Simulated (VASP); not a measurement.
```
IrO3
1.0
    3.71970     0.00000     0.00000
    0.00000     3.62517     3.64341
    0.00000    -3.62517     3.64341
Ir O
2 6
Cartesian
  1.85985  -1.79193   5.42480
  1.85985   1.79193   5.42480
  1.85985   0.00000   1.26663
  1.85985   1.18954   3.63502
  1.85985  -1.18954   3.63502
  1.85985   0.00000   6.15046
  0.00000  -1.78596   5.44476
  0.00000   1.78596   5.44476
```

Computed with PBEsol GGA, VASP's PBE PAW potentials (set 64) (plane waves; VASP). Numerical set-up: 520 eV cut-off, Gaussian smearing of 0.050 eV, potentials Ir O.

Unless said otherwise, spin-orbit coupling is left out, though it shifts the bands of the heavy elements here.

### Question
Estimate the band gap (along the path) with the smallest direct gap where there is one.

### Answer

- band gap (along the path) = none (metal, semimetal or under 0.01 eV)

The structure comes from a computed database's IrO3 entry (Amm2); how it stands against other phases isn't given here. It was relaxed first.
